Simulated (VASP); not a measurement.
These are LDA (Ceperley-Alder, Perdew-Zunger), VASP's LDA PAW potentials (set 64) (plane waves; VASP 6.6.1) values and carry that method's errors.

VASP ran on this input.

POSCAR:
```
Ni3Fe
1.0
  3.3385650675   0.0000000000   0.0000000000
  0.0000000000   3.3385650675   0.0000000000
  0.0000000000   0.0000000000   3.3385650675
Fe Ni
1 3
Cart
  0.0000000000   0.0000000000   0.0000000000
  0.0000000000   1.6692825337   1.6692825337
  1.6692825337   0.0000000000   1.6692825337
  1.6692825337   1.6692825337   0.0000000000
```

### INCAR
```
SYSTEM = Ni3Fe
PREC = Accurate
ENCUT = 500
EDIFF = 1E-6
NELM = 100
ALGO = Normal
LREAL = .FALSE.
LASPH = .TRUE.
ISMEAR = 1
SIGMA = 0.1
LMAXMIX = 4
ISPIN = 2
MAGMOM = 2.7 0.6 0.6 0.6
LORBIT = 10
LWAVE = .FALSE.
LCHARG = .FALSE.
IBRION = 2
ISIF = 3
NSW = 40
EDIFFG = -0.02
PSTRESS = 450
```

File KPOINTS:
```
Regular mesh
0
Gamma
9 9 9
```

POTCAR, in this order: Fe Ni (LDA.64 set). Program: vasp_std.

The run wrote:

**OSZICAR**
```
...
DAV:  51    -0.270790374982E+02    0.20875E-04   -0.44843E-05  3556   0.704E-02    0.259E-01
DAV:  52    -0.270787780129E+02    0.25949E-03   -0.65260E-05  4774   0.179E-01    0.254E-01
DAV:  53    -0.270783795929E+02    0.39842E-03   -0.18097E-04  5715   0.274E-01    0.255E-01
DAV:  54    -0.270781382777E+02    0.24132E-03   -0.73493E-05  5765   0.163E-01    0.261E-01
DAV:  55    -0.270781180242E+02    0.20253E-04   -0.33016E-06  3132   0.221E-02    0.262E-01
DAV:  56    -0.270783054617E+02   -0.18744E-03   -0.31393E-05  4253   0.130E-01    0.255E-01
DAV:  57    -0.270789222650E+02   -0.61680E-03   -0.39206E-04  5086   0.426E-01    0.254E-01
DAV:  58    -0.270792480966E+02   -0.32583E-03   -0.16036E-04  5852   0.215E-01    0.268E-01
DAV:  59    -0.270792612556E+02   -0.13159E-04   -0.49580E-06  3269   0.233E-02    0.269E-01
DAV:  60    -0.270791706065E+02    0.90649E-04   -0.67936E-06  3050   0.612E-02    0.266E-01
DAV:  61    -0.270789508893E+02    0.21972E-03   -0.50599E-05  5340   0.146E-01    0.257E-01
DAV:  62    -0.270786376613E+02    0.31323E-03   -0.10549E-04  5462   0.213E-01    0.253E-01
DAV:  63    -0.270781518058E+02    0.48586E-03   -0.24170E-04  5222   0.330E-01    0.262E-01
DAV:  64    -0.270786741116E+02   -0.52231E-03   -0.25577E-04  4388   0.376E-01    0.250E-01
DAV:  65    -0.270789264989E+02   -0.25239E-03   -0.11165E-04  5704   0.174E-01    0.255E-01
DAV:  66    -0.270790993292E+02   -0.17283E-03   -0.34705E-05  5503   0.114E-01    0.261E-01
DAV:  67    -0.270789431465E+02    0.15618E-03   -0.23363E-05  4152   0.111E-01    0.257E-01
DAV:  68    -0.270787173700E+02    0.22578E-03   -0.60908E-05  5723   0.154E-01    0.253E-01
DAV:  69    -0.270786161534E+02    0.10122E-03   -0.15758E-05  5392   0.698E-02    0.252E-01
DAV:  70    -0.270791150091E+02   -0.49886E-03   -0.23265E-04  4576   0.346E-01    0.260E-01
DAV:  71    -0.270789885338E+02    0.12648E-03   -0.26929E-05  4467   0.109E-01    0.258E-01
DAV:  72    -0.270789417288E+02    0.46805E-04   -0.29531E-06  2449   0.333E-02    0.257E-01
DAV:  73    -0.270795076604E+02   -0.56593E-03   -0.26347E-04  4277   0.377E-01    0.282E-01
DAV:  74    -0.270796764533E+02   -0.16879E-03   -0.68076E-05  5144   0.106E-01    0.296E-01
DAV:  75    -0.270796527855E+02    0.23668E-04   -0.22532E-06  2648   0.239E-02    0.295E-01
DAV:  76    -0.270790465247E+02    0.60626E-03   -0.29714E-04  4725   0.384E-01    0.262E-01
DAV:  77    -0.270779681409E+02    0.10784E-02   -0.12353E-03  5555   0.727E-01    0.267E-01
DAV:  78    -0.270779163178E+02    0.51823E-04   -0.92634E-05  3683   0.101E-01    0.268E-01
DAV:  79    -0.270765110131E+02    0.14053E-02   -0.12255E-03  4704   0.781E-01    0.367E-01
DAV:  80    -0.270750881755E+02    0.14228E-02   -0.10508E-03  5886   0.595E-01    0.465E-01
DAV:  81    -0.270750605829E+02    0.27593E-04   -0.45300E-05  3534   0.692E-02    0.466E-01
DAV:  82    -0.270758223317E+02   -0.76175E-03   -0.17502E-04  4664   0.304E-01    0.412E-01
DAV:  83    -0.270745388997E+02    0.12834E-02   -0.44360E-04  4501   0.503E-01    0.501E-01
DAV:  84    -0.270736014575E+02    0.93744E-03   -0.29052E-04  5849   0.313E-01    0.552E-01
DAV:  85    -0.270735591338E+02    0.42324E-04   -0.12988E-05  3526   0.374E-02    0.554E-01
DAV:  86    -0.270733814442E+02    0.17769E-03   -0.58814E-06  3027   0.556E-02    0.563E-01
DAV:  87    -0.270723762993E+02    0.10051E-02   -0.18728E-04  4986   0.301E-01    0.611E-01
DAV:  88    -0.270725689430E+02   -0.19264E-03   -0.19054E-05  4282   0.812E-02    0.601E-01
DAV:  89    -0.270724403525E+02    0.12859E-03   -0.24334E-06  2164   0.395E-02    0.607E-01
DAV:  90    -0.270726754860E+02   -0.23513E-03   -0.79221E-06  3214   0.721E-02    0.596E-01
DAV:  91    -0.270729369855E+02   -0.26150E-03   -0.15435E-05  5150   0.778E-02    0.584E-01
DAV:  92    -0.270714345429E+02    0.15024E-02   -0.35205E-04  4535   0.437E-01    0.649E-01
DAV:  93    -0.270713119804E+02    0.12256E-03   -0.46255E-05  4092   0.653E-02    0.651E-01
DAV:  94    -0.270712999494E+02    0.12031E-04   -0.48149E-07  1785   0.806E-03    0.651E-01
DAV:  95    -0.270730407050E+02   -0.17408E-02   -0.48150E-04  4538   0.506E-01    0.576E-01
DAV:  96    -0.270721985914E+02    0.84211E-03   -0.12680E-04  4251   0.280E-01    0.617E-01
DAV:  97    -0.270682736734E+02    0.39249E-02   -0.21374E-03  4929   0.104E+00    0.748E-01
DAV:  98    -0.270696199891E+02   -0.13463E-02   -0.29177E-04  4599   0.394E-01    0.703E-01
DAV:  99    -0.270715803920E+02   -0.19604E-02   -0.57872E-04  5190   0.524E-01    0.637E-01
DAV: 100    -0.270709864531E+02    0.59394E-03   -0.72280E-05  4661   0.193E-01
   2 F= -.17902798E+02 E0= -.17903271E+02  d E =0.531111E+00  mag=     1.0695
       N       E                     dE             d eps       ncg     rms          rms(c)
DAV:   1    -0.347982255952E+02   -0.77266E+01   -0.91484E+01  3500   0.155E+02    0.237E+01
DAV:   2    -0.456629689632E+02   -0.10865E+02   -0.94018E+01  3937   0.206E+02    0.448E+01
DAV:   3    -0.296233107538E+02    0.16040E+02   -0.35659E+01  4578   0.174E+02    0.143E+01
DAV:   4    -0.286113776007E+02    0.10119E+01   -0.61483E+00  4898   0.380E+01    0.646E+00
DAV:   5    -0.286509185137E+02   -0.39541E-01   -0.46922E-01  3797   0.926E+00    0.522E+00
DAV:   6    -0.287092635829E+02   -0.58345E-01   -0.25949E-01  4247   0.123E+01    0.159E+00
DAV:   7    -0.286943197203E+02    0.14944E-01   -0.82011E-02  5315   0.393E+00    0.170E+00
DAV:   8    -0.287048818310E+02   -0.10562E-01   -0.11283E-02  3910   0.246E+00    0.830E-01
DAV:   9    -0.287062173190E+02   -0.13355E-02   -0.70260E-03  5199   0.190E+00    0.296E-01
DAV:  10    -0.287059156416E+02    0.30168E-03   -0.16558E-03  4923   0.696E-01    0.385E-01
DAV:  11    -0.287063107417E+02   -0.39510E-03   -0.26698E-04  5282   0.472E-01    0.217E-01
DAV:  12    -0.287063604297E+02   -0.49688E-04   -0.36509E-04  5167   0.491E-01    0.563E-02
DAV:  13    -0.287063714048E+02   -0.10975E-04   -0.43706E-05  4155   0.670E-02    0.338E-02
DAV:  14    -0.287063745130E+02   -0.31082E-05   -0.74355E-06  3085   0.467E-02    0.199E-02
DAV:  15    -0.287063731580E+02    0.13550E-05   -0.35052E-06  2288   0.311E-02    0.130E-02
DAV:  16    -0.287063734965E+02   -0.33855E-06   -0.19774E-06  2031   0.388E-02
   3 F= -.18489897E+02 E0= -.18490517E+02  d E =-.559881E-01  mag=     4.3974
       N       E                     dE             d eps       ncg     rms          rms(c)
DAV:   1    -0.286969027012E+02    0.94705E-02   -0.16682E+00  3510   0.194E+01    0.395E+00
DAV:   2    -0.293311300268E+02   -0.63423E+00   -0.33618E+00  4015   0.472E+01    0.116E+01
DAV:   3    -0.285732373075E+02    0.75789E+00   -0.21842E+00  3864   0.356E+01    0.187E+00
DAV:   4    -0.285678780316E+02    0.53593E-02   -0.81826E-02  3996   0.438E+00    0.574E-01
DAV:   5    -0.285675207319E+02    0.35730E-03   -0.57030E-03  4385   0.915E-01    0.299E-01
DAV:   6    -0.285666155016E+02    0.90523E-03   -0.13646E-03  5052   0.929E-01    0.170E-01
DAV:   7    -0.285666997920E+02   -0.84290E-04   -0.27373E-04  4807   0.258E-01    0.863E-02
DAV:   8    -0.285666830558E+02    0.16736E-04   -0.70045E-05  5554   0.208E-01    0.225E-02
DAV:   9    -0.285666870832E+02   -0.40274E-05   -0.10111E-05  3544   0.408E-02    0.195E-02
DAV:  10    -0.285666867535E+02    0.32975E-06   -0.24923E-06  1793   0.385E-02
   4 F= -.18499090E+02 E0= -.18499663E+02  d E =-.651813E-01  mag=     4.3940
       N       E                     dE             d eps       ncg     rms          rms(c)
DAV:   1    -0.285773523463E+02   -0.10665E-01   -0.75529E-03  3510   0.132E+00    0.259E-01
DAV:   2    -0.285804539707E+02   -0.31016E-02   -0.16783E-02  3901   0.303E+00    0.100E+00
DAV:   3    -0.285768142141E+02    0.36398E-02   -0.11663E-02  3876   0.281E+00    0.130E-01
DAV:   4    -0.285767815565E+02    0.32658E-04   -0.35812E-04  4286   0.263E-01    0.560E-02
DAV:   5    -0.285767699493E+02    0.11607E-04   -0.24785E-05  5228   0.763E-02    0.214E-02
DAV:   6    -0.285767642724E+02    0.56769E-05   -0.43520E-06  2627   0.336E-02    0.525E-03
DAV:   7    -0.285767643111E+02   -0.38704E-07   -0.19356E-06  2230   0.208E-02
   5 F= -.18499152E+02 E0= -.18499729E+02  d E =-.652431E-01  mag=     4.3943
```

**OUTCAR**
```
------------------------ aborting loop because EDIFF is reached ----------------------------------------
  FORCE on cell =-STRESS in cart. coord.  units (eV):
  Direction    XX          YY          ZZ          XY          YZ          ZX
  --------------------------------------------------------------------------------------
  Total       10.1028888     10.1028888     10.1028888      0.0000000      0.0000000     -0.0000000
  in kB      451.1286926    451.1286926    451.1286926      0.0000000      0.0000000     -0.0000000
  external PRESSURE =       1.1286926 kB  Pullay stress =     450.0000000 kB
  volume of cell :       35.88
      direct lattice vectors                 reciprocal lattice vectors
     3.298262636 -0.000000000  0.000000000     0.303189925  0.000000000  0.000000000
    -0.000000000  3.298262636  0.000000000     0.000000000  0.303189925  0.000000000
    -0.000000000 -0.000000000  3.298262636    -0.000000000 -0.000000000  0.303189925
 POSITION                                       TOTAL-FORCE (eV/Angst)
 -----------------------------------------------------------------------------------
      0.00000      0.00000      0.00000         0.000000      0.000000      0.000000
     -0.00000      1.64913      1.64913         0.000000     -0.000000      0.000000
      1.64913     -0.00000      1.64913        -0.000000     -0.000000      0.000000
      1.64913      1.64913      0.00000        -0.000000      0.000000      0.000000
 -----------------------------------------------------------------------------------
    total drift:                                0.000000     -0.000000     -0.000000
  FREE ENERGIE OF THE ION-ELECTRON SYSTEM (eV)
  ---------------------------------------------------
  free  energy   TOTEN  =       -28.5767643111 eV

  energy  without entropy=      -28.5784932971  energy(sigma->0) =      -28.57734064
  enthalpy is  TOTEN    =       -18.4991522496 eV   P V=       10.0776120615

 total charge

# of ion       s       p       d       tot
------------------------------------------
    1        0.572   0.696   6.375   7.643
    2        0.611   0.733   8.469   9.813
    3        0.611   0.733   8.469   9.813
    4        0.611   0.733   8.469   9.813
--------------------------------------------------
tot          2.405   2.895  31.782  37.083

 magnetization (x)

# of ion       s       p       d       tot
------------------------------------------
    1        0.007   0.009   2.527   2.542
    2       -0.011  -0.031   0.633   0.591
    3       -0.011  -0.031   0.633   0.591
    4       -0.011  -0.031   0.633   0.591
--------------------------------------------------
tot         -0.026  -0.086   4.425   4.314

 reached required accuracy - stopping structural energy minimisation
```
(Selected blocks of OUTCAR.)

### CONTCAR
```
Ni3Fe
   1.00000000000000
     3.2982626358384275   -0.0000000000000000    0.0000000000000000
    -0.0000000000000000    3.2982626358384275    0.0000000000000000
    -0.0000000000000000   -0.0000000000000000    3.2982626358384275
  Fe              Ni
     1     3
Direct
     0.0000000000000000    0.0000000000000000    0.0000000000000000
     0.0000000000000000    0.5000000000000000    0.5000000000000000
     0.5000000000000000    0.0000000000000000    0.5000000000000000
     0.5000000000000000    0.5000000000000000    0.0000000000000000
```

### OUTCAR
```
 val. band max:       11.3987619680   @ k =   0.3333   0.2222   0.2222

 cond. band min:      11.4464860112   @ k =   0.4444   0.4444   0.4444


 Fermi energy:        11.4255375307

 spin component 1

 k-point     1 :       0.0000    0.0000    0.0000
  band No.  band energies     occupation
      1       0.8695      1.00000
      2       4.8521      1.00000
      3       4.8521      1.00000
      4       5.3391      1.00000
      5       5.7247      1.00000
      6       5.7247      1.00000
      7       5.7247      1.00000
      8       8.2608      1.00000
      9       8.2608      1.00000
     10       8.2608      1.00000
     11       9.7968      1.00000
     12       9.7968      1.00000
     13      10.7014      1.00000
     14      10.8821      1.00000
     15      10.8821      1.00000
     16      10.9892      1.00000
     17      10.9892      1.00000
     18      10.9892      1.00000
     19      11.2432      1.01353
     20      11.2432      1.01353
     21      11.2432      1.01353
     22      13.9332      0.00000
     23      13.9332      0.00000
     24      13.9332      0.00000
     25      22.5384      0.00000

 k-point     2 :       0.1111    0.0000    0.0000
  band No.  band energies     occupation
      1       1.0581      1.00000
      2       4.9246      1.00000
      3       4.9584      1.00000
      4       5.4224      1.00000
      5       5.7924      1.00000
      6       5.8050      1.00000
      7       5.8050      1.00000
      8       8.1753      1.00000
      9       8.3246      1.00000
     10       8.3246      1.00000
     11       9.7171      1.00000
     12       9.8264      1.00000
     13      10.5457      1.00000
     14      10.5457      1.00000
     15      10.6195      1.00000
     16      10.7784      1.00000
     17      10.8274      1.00000
     18      10.9894      1.00000
     19      11.0185      1.00000
     20      11.0185      1.00000
     21      11.2430      1.01349
...
```

Energy and stress use the plane-wave basis of the starting cell.

The compound is Ni3Fe in the L1_2 structure. This run relaxes it under an external pressure of 45 GPa. Symmetry was kept, so distortions that lower it aren't found.
